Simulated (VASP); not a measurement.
Data:

```xyz
1
Lattice="3.2234 0.0000 0.0000 0.0000 3.2234 0.0000 0.0000 0.0000 3.2234" Properties=species:S:1:pos:R:3 pbc="T T T"
Sm     0.0000     0.0000     0.0000
```

Calculation: r2SCAN meta-GGA, VASP's PBE PAW potentials (set 64) (plane waves; VASP). Run with 400 eV cut-off, 13×13×13 Γ-centred mesh, tetrahedra with Blöchl corrections, potentials Sm_3.

The 4f electrons are frozen in the core of the lanthanide potential, so 4f levels, which can set the real gap, and their magnetism are missing.

Problem. Estimate the energy per atom (σ→0), band gap (over mesh and band path) with the smallest direct gap where there is one.

Solution. 
```
Quantity                                                              Result
----------------------------------  ----------------------------------------
band gap (over mesh and band path)  none (metal, semimetal or under 0.01 eV)
energy per atom (σ→0)                                -2802.9 kJ/mol of atoms
```

The absolute energy has meaning only against runs of the same code, potentials and settings.

The structure was generated: Sm was put into the simple-cubic type (Pm-3m), which need not be its known phase. It was relaxed first, which changed the volume by -10 %.
